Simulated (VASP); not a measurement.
# YNb (Pm-3m) in VASP: a series of runs

One crystal, YNb, is run at these levels: AM05, PW91; tasks: band structure.

Program: VASP 6.6.1. These are calculated values, not measurements. Logs are shortened: lines on timing, memory, paths and dates and some standing lists are left out, and cuts for length are marked.

### 1 The structure

It takes space group Pm-3m (No. 221, cubic). Conventional cell: a = 3.611 Å, b = 3.611 Å, c = 3.611 Å, α = 90.00°, β = 90.00°, γ = 90.00°. Around Y (site symmetry m-3m) lie 8 Nb at 3.13 Å. Nb (site symmetry m-3m) is surrounded by 8 Y at 3.13 Å.

The cell was built by a generator and needn't be a form met in nature.

### 2 Band structure, AM05

File POSCAR:

```
YNb
1.0
    3.6114100000      0.0000000000      0.0000000000
    0.0000000000      3.6114100000      0.0000000000
    0.0000000000      0.0000000000      3.6114100000
Y Nb
1 1
Direct
    0.0000000000      0.0000000000      0.0000000000
    0.5000000000      0.5000000000      0.5000000000
```

File INCAR.step1:

```
PREC = Accurate ; ENCUT = 520
EDIFF = 1E-6 ; ISMEAR = -1
SIGMA = 0.05 ; LREAL = False
LASPH = True ; NELM = 100
ALGO = Normal ; ISIF = 2
LWAVE = False ; LCHARG = True
LMAXMIX = 4 ; GGA = AM
```

File KPOINTS.step1:

```
regular mesh
0
Gamma
  7 7 7
```

File INCAR.step2:

```
PREC = Accurate ; ENCUT = 520
EDIFF = 1E-6 ; ISMEAR = 0
SIGMA = 0.05 ; LREAL = False
LASPH = True ; NELM = 100
ALGO = Normal ; ISIF = 2
LWAVE = False ; LCHARG = False
LMAXMIX = 4 ; GGA = AM
ICHARG = 11
```

File KPOINTS.step2:

```
path GXMGRX,MR
10
line-mode
reciprocal
 0.0000000000  0.0000000000  0.0000000000  G
 0.0000000000  0.5000000000  0.0000000000  X

 0.0000000000  0.5000000000  0.0000000000  X
 0.5000000000  0.5000000000  0.0000000000  M

 0.5000000000  0.5000000000  0.0000000000  M
 0.0000000000  0.0000000000  0.0000000000  G

 0.0000000000  0.0000000000  0.0000000000  G
 0.5000000000  0.5000000000  0.5000000000  R

 0.5000000000  0.5000000000  0.5000000000  R
 0.0000000000  0.5000000000  0.0000000000  X

 0.5000000000  0.5000000000  0.0000000000  M
 0.5000000000  0.5000000000  0.5000000000  R
```

Potentials or basis: VASP PAW PBE potentials, release 64 (Y_sv, Nb_sv).

Command:

```sh
$ cat potpaw_PBE.64/Y_sv/POTCAR potpaw_PBE.64/Nb_sv/POTCAR > POTCAR
$ cp INCAR.step1 INCAR
$ cp KPOINTS.step1 KPOINTS
$ mpirun -np 1 vasp_std > vasp.out
$ cp INCAR.step2 INCAR
$ cp KPOINTS.step2 KPOINTS
$ mpirun -np 1 vasp_std > vasp.out
```

OUTCAR:

```text
PREC = Accurate
   ENCUT = 520
   EDIFF = 1E-6
   ISMEAR = 0
   LREAL = False
   LASPH = True
   NELM = 100
   ISIF = 2
   GGA = AM
   ICHARG = 11

 ion  position               nearest neighbor table
   1  0.000  0.000  0.000-   2 3.13   2 3.13   2 3.13   2 3.13   2 3.13   2 3.13   2 3.13   2 3.13

   2  0.500  0.500  0.500-   1 3.13   1 3.13   1 3.13   1 3.13   1 3.13   1 3.13   1 3.13   1 3.13

  LATTYP: Found a simple cubic cell.
 ALAT       =     3.6114100000

  Lattice vectors:

 A1 = (   3.6114100000,   0.0000000000,   0.0000000000)
 A2 = (   0.0000000000,   3.6114100000,   0.0000000000)
 A3 = (   0.0000000000,   0.0000000000,   3.6114100000)

Analysis of symmetry for initial positions (statically):
=====================================================================
 Subroutine PRICEL returns:
 Original cell was already a primitive cell.

 Routine SETGRP: Setting up the symmetry group for a
 simple cubic supercell.

 Subroutine GETGRP returns: Found 48 space group operations
 (whereof 48 operations were pure point group operations)
 out of a pool of 48 trial point group operations.

The static configuration has the point symmetry O_h .

Analysis of symmetry for dynamics (positions and initial velocities):
=====================================================================
 Subroutine PRICEL returns:
 Original cell was already a primitive cell.

 Routine SETGRP: Setting up the symmetry group for a
 simple cubic supercell.

 Subroutine GETGRP returns: Found 48 space group operations
 (whereof 48 operations were pure point group operations)
 out of a pool of 48 trial point group operations.

The dynamic configuration has the point symmetry O_h .

 Subroutine INISYM returns: Found 48 space group operations
 (whereof 48 operations are pure point group operations),
 and found     1 'primitive' translations

----------------------------------------------------------------------------------------

                                     Primitive cell

  volume of cell :      47.1010

  direct lattice vectors                    reciprocal lattice vectors
     3.611410000  0.000000000  0.000000000     0.276900158  0.000000000  0.000000000
     0.000000000  3.611410000  0.000000000     0.000000000  0.276900158  0.000000000
     0.000000000  0.000000000  3.611410000     0.000000000  0.000000000  0.276900158

  length of vectors
     3.611410000  3.611410000  3.611410000     0.276900158  0.276900158  0.276900158

  position of ions in fractional coordinates (direct lattice)
     0.000000000  0.000000000  0.000000000
     0.500000000  0.500000000  0.500000000

  ion indices of the primitive-cell ions
   primitive index   ion index
                 1           1
                 2           2

----------------------------------------------------------------------------------------

 KPOINTS: path GXMGRX,MR

Interpolating k-points between supplied coordinates.

 Line segments in fractional coordinates (reciprocal lattice):
    0.000000  0.000000  0.000000  ...  0.000000  0.500000  0.000000
    0.000000  0.500000  0.000000  ...  0.500000  0.500000  0.000000
    0.500000  0.500000  0.000000  ...  0.000000  0.000000  0.000000
    0.000000  0.000000  0.000000  ...  0.500000  0.500000  0.500000
    0.500000  0.500000  0.500000  ...  0.000000  0.500000  0.000000
    0.500000  0.500000  0.000000  ...  0.500000  0.500000  0.500000

 Generated    10 points on each line segment, for a total of     60 k-points:

 Following reciprocal coordinates:
            Coordinates               Weight
  0.000000  0.000000  0.000000      0.016667
  0.000000  0.055556  0.000000      0.016667
  0.000000  0.111111  0.000000      0.016667
  0.000000  0.166667  0.000000      0.016667
  0.000000  0.222222  0.000000      0.016667
  0.000000  0.277778  0.000000      0.016667
[... 16 lines left out ...]
  0.388889  0.388889  0.000000      0.016667
  0.333333  0.333333  0.000000      0.016667
 [... further k-points ...]
   k-points           NKPTS =     60   k-points in BZ     NKDIM =     60   number of bands    NBANDS=     16
   number of dos      NEDOS =    301   number of ions     NIONS =      2
   total plane-waves  NPLWV =  21952
   dimension x,y,z NGX =    28 NGY =   28 NGZ =   28
   dimension x,y,z NGXF=    56 NGYF=   56 NGZF=   56
   ions per type =               1   1
   NGX,Y,Z   is equivalent  to a cutoff of  12.89, 12.89, 12.89 a.u.
   NGXF,Y,Z  is equivalent  to a cutoff of  25.78, 25.78, 25.78 a.u.
 SYSTEM =  unknown system
   PREC   = accura    normal or accurate (medium, high low for compatibility)
   ISTART =      0    job   : 0-new  1-cont  2-samecut
   ICHARG =     11    charge: 1-file 2-atom 10-const
   ISPIN  =      1    spin polarized calculation?
   LNONCOLLINEAR =      F non collinear calculations
   LSORBIT =      F    spin-orbit coupling
   LASPH  =      T    aspherical Exc in radial PAW
   ENCUT  =  520.0 eV  38.22 Ry    6.18 a.u.   6.71  6.71  6.71*2*pi/ulx,y,z
   NELM   =    100;   NELMIN=  2; NELMDL=  0     # of ELM steps
   EDIFF  = 0.1E-05   stopping-criterion for ELM
   LREAL  =      F    real-space projection
   EDIFFG = 0.1E-04   stopping-criterion for IOM
   NSW    =      0    number of steps for IOM
   IBRION =     -1    ionic relax: 0-MD 1-quasi-New 2-CG
   NFREE  =      0    steps in history (QN), initial steepest desc. (CG)
   ISIF   =      2    stress and relaxation
   ISYM   =      2    0-nonsym 1-usesym 2-fastsym
   POTIM  = 0.5000    time-step for ionic-motion
   TEBEG  =    0.0;   TEEND  =   0.0 temperature during run
   PSTRESS=    0.0 pullay stress
   NELECT =      24.0000    total number of electrons
   NUPDOWN=      -1.0000    fix difference up-down
   EMIN   =  10.00;   EMAX   =-10.00  energy-range for DOS
   EFERMI =   0.00;   METHOD = LEGACY
   ISMEAR =     0;   SIGMA  =   0.05  broadening in eV -4-tet -1-fermi 0-gaus
   EFERMI_NEDOS =   21; number of points for ismear=-14 and -15
   IALGO  =     38    algorithm
   IMIX   =      4    mixing-type and parameters
     AMIX     =   0.40;   BMIX     =  1.00
     AMIX_MAG =   1.60;   BMIX_MAG =  1.00
  volume/ion in A,a.u.               =      23.55       158.93
  Fermi-wavevector in a.u.,A,eV,Ry     =   1.307581  2.470969 23.262791  1.709767
  Thomas-Fermi vector in A             =   2.438306
   LORBIT       =      0    0 simple, 1 ext, 2 COOP (PROOUT), +10 PAW based schemes
   GGA     = AM    functional components
   LHFCALC =     F    Hartree Fock is set to
   AEXX    =    0.0000 exact exchange contribution
   IVDW    =     0    specifies the selected vdW correction
   LEPSILON=     F    determine dielectric tensor
   LRPA    =     F    only Hartree local field effects (RPA)
 non-spin polarized calculation
 Gauss-broadening in eV      SIGMA  =   0.05
  energy-cutoff  :      520.00
  volume of cell :       47.10
 maximum number of plane-waves:      1328
 NGX is ok and might be reduce to    28

 number of electron      23.9999998 magnetization

 Free energy of the ion-electron system (eV)
  ---------------------------------------------------
  ext. energy  EPLUGINS =         0.00000000
  ---------------------------------------------------
  free energy    TOTEN  =       -16.71214544 eV

  energy without entropy =      -16.71146334  energy(sigma->0) =      -16.71180439

 E-fermi :   6.2785     XC(G=0): -11.0615

 val. band max:        6.2415274474   @ k =   0.2222   0.5000   0.0000
 cond. band min:       6.3300662944   @ k =   0.5000   0.5000   0.3889
 fundamental gap:      0.0885388470
 Fermi energy:         6.2784731871

 k-point     1 :       0.0000    0.0000    0.0000
  band No.  band energies     occupation
      1     -48.3061      2.00000
      2     -35.1947      2.00000
      3     -24.3761      2.00000
      4     -24.3761      2.00000
      5     -24.3761      2.00000
      6     -15.1570      2.00000
[... 8 lines left out ...]
     15      10.0444      0.00000
     16      10.0444      0.00000

 k-point     2 :       0.0000    0.0556    0.0000
  band No.  band energies     occupation
      1     -48.3059      2.00000
      2     -35.1942      2.00000
      3     -24.3788      2.00000
      4     -24.3757      2.00000
      5     -24.3757      2.00000
      6     -15.1681      2.00000
[... 8 lines left out ...]
     15       9.9587      0.00000
     16      10.0690      0.00000

 k-point     3 :       0.0000    0.1111    0.0000
  band No.  band energies     occupation
      1     -48.3053      2.00000
      2     -35.1926      2.00000
      3     -24.3864      2.00000
      4     -24.3745      2.00000
      5     -24.3745      2.00000
      6     -15.2000      2.00000
[... 8 lines left out ...]
     15       9.7153      0.00000
     16      10.1355      0.00000

 k-point     4 :       0.0000    0.1667    0.0000
  band No.  band energies     occupation
      1     -48.3045      2.00000
      2     -35.1903      2.00000
      3     -24.3980      2.00000
      4     -24.3726      2.00000
      5     -24.3726      2.00000
      6     -15.2485      2.00000
[... 8 lines left out ...]
     15       9.3491      0.00000
     16      10.2170      0.00000

 k-point     5 :       0.0000    0.2222    0.0000
  band No.  band energies     occupation
      1     -48.3035      2.00000
      2     -35.1874      2.00000
      3     -24.4123      2.00000
      4     -24.3703      2.00000
      5     -24.3703      2.00000
      6     -15.3072      2.00000
[... 8 lines left out ...]
     15       8.9026      0.00000
     16      10.3198      0.00000

 k-point     6 :       0.0000    0.2778    0.0000
  band No.  band energies     occupation
      1     -48.3024      2.00000
      2     -35.1844      2.00000
      3     -24.4274      2.00000
      4     -24.3679      2.00000
      5     -24.3679      2.00000
      6     -15.3688      2.00000
[... 8 lines left out ...]
     15       8.4163      0.00000
     16       9.8225      0.00000
[... 267 lines left out ...]
 k-point    21 :       0.5000    0.5000    0.0000
  band No.  band energies     occupation
      1     -48.2941      2.00000
      2     -35.1526      2.00000
      3     -24.4736      2.00000
      4     -24.4736      2.00000
      5     -24.3524      2.00000
      6     -15.4203      2.00000
[... 8 lines left out ...]
     15       8.9353      0.00000
     16       9.0500      0.00000

 k-point    22 :       0.4444    0.4444    0.0000
  band No.  band energies     occupation
      1     -48.2944      2.00000
      2     -35.1541      2.00000
      3     -24.4707      2.00000
      4     -24.4693      2.00000
      5     -24.3530      2.00000
      6     -15.4175      2.00000
[... 8 lines left out ...]
     15       9.1030      0.00000
     16       9.2687      0.00000

 k-point    23 :       0.3889    0.3889    0.0000
  band No.  band energies     occupation
      1     -48.2955      2.00000
      2     -35.1583      2.00000
      3     -24.4622      2.00000
      4     -24.4574      2.00000
      5     -24.3547      2.00000
      6     -15.4080      2.00000
[... 8 lines left out ...]
     15       9.0118      0.00000
     16       9.6957      0.00000

 k-point    24 :       0.3333    0.3333    0.0000
  band No.  band energies     occupation
      1     -48.2970      2.00000
      2     -35.1645      2.00000
      3     -24.4492      2.00000
      4     -24.4404      2.00000
      5     -24.3575      2.00000
      6     -15.3883      2.00000
[... 8 lines left out ...]
     15       8.7438      0.00000
     16       9.8039      0.00000

 [... further k-points ...]

------------------------ aborting loop because EDIFF is reached ----------------------------------------

  FORCE on cell =-STRESS in cart. coord.  units (eV):
  Direction    XX          YY          ZZ          XY          YZ          ZX
  --------------------------------------------------------------------------------------
  -------------------------------------------------------------------------------------
  Total       -3.0247944     -3.0247944     -3.0247944      0.0000000     -0.0000000      0.0000000
  in kB     -102.8906855   -102.8906855   -102.8906855      0.0000000     -0.0000000      0.0000000
  external PRESSURE =    -102.8906855 kB  Pullay stress =       0.0000000 kB

 VOLUME and BASIS-vectors are now :
 -----------------------------------------------------------------------------
  energy-cutoff  :      520.00
  volume of cell :       47.10
      direct lattice vectors                 reciprocal lattice vectors
     3.611410000  0.000000000  0.000000000     0.276900158  0.000000000  0.000000000
     0.000000000  3.611410000  0.000000000     0.000000000  0.276900158  0.000000000
     0.000000000  0.000000000  3.611410000     0.000000000  0.000000000  0.276900158

 POSITION                                       TOTAL-FORCE (eV/Angst)
 -----------------------------------------------------------------------------------
      0.00000      0.00000      0.00000         0.000000      0.000000      0.000000
      1.80570      1.80570      1.80570         0.000000      0.000000      0.000000
 -----------------------------------------------------------------------------------
    total drift:                                0.000000      0.000000      0.000000

  FREE ENERGIE OF THE ION-ELECTRON SYSTEM (eV)
  ---------------------------------------------------
  free  energy   TOTEN  =       -16.7121454378 eV

  energy  without entropy=      -16.7114633434  energy(sigma->0) =      -16.71180439
```

Run time: 22 s. Hardware: 1 thread of Intel Xeon 6975P-C (Granite Rapids), shared host; peak memory 0.19 GiB.

Results:

* Band gap along the path: none (metal or under the smearing width)

Levels at the corners of the path, in eV from the Fermi level:
| point | band 8 | band 9 | band 10 | band 11 | band 12 | band 13 | band 14 | band 15 | band 16 |
| --- | --- | --- | --- | --- | --- | --- | --- | --- | --- |
| Γ | -21.37 | -5.20 | -2.43 | -2.43 | 0.90 | 0.90 | 0.90 | 3.83 | 3.83 |
| X | -21.36 | -2.17 | -1.98 | -0.88 | 0.69 | 0.69 | 0.77 | 1.68 | 2.63 |
| X | -21.36 | -2.17 | -1.98 | -0.88 | 0.69 | 0.69 | 0.77 | 1.68 | 2.63 |
| M | -21.33 | -2.76 | -2.54 | -0.65 | -0.65 | 1.80 | 1.80 | 2.73 | 2.84 |
| M | -21.33 | -2.76 | -2.54 | -0.65 | -0.65 | 1.80 | 1.80 | 2.73 | 2.84 |
| Γ | -21.37 | -5.20 | -2.43 | -2.43 | 0.90 | 0.90 | 0.90 | 3.83 | 3.83 |
| Γ | -21.37 | -5.20 | -2.43 | -2.43 | 0.90 | 0.90 | 0.90 | 3.83 | 3.83 |
| R | -21.65 | -0.63 | -0.63 | -0.63 | -0.15 | -0.15 | -0.15 | 2.81 | 2.81 |
| R | -21.65 | -0.63 | -0.63 | -0.63 | -0.15 | -0.15 | -0.15 | 2.81 | 2.81 |
| X | -21.36 | -2.17 | -1.98 | -0.88 | 0.69 | 0.69 | 0.77 | 1.68 | 2.63 |
| M | -21.33 | -2.76 | -2.54 | -0.65 | -0.65 | 1.80 | 1.80 | 2.73 | 2.84 |
| R | -21.65 | -0.63 | -0.63 | -0.63 | -0.15 | -0.15 | -0.15 | 2.81 | 2.81 |

Caveat: the log is that of the step along the path at fixed density, whose energy, stress, charges and moments have no meaning; the PAW data sets were made with another functional, which shifts forces and pressure a little.

[end of part 1 of 2]
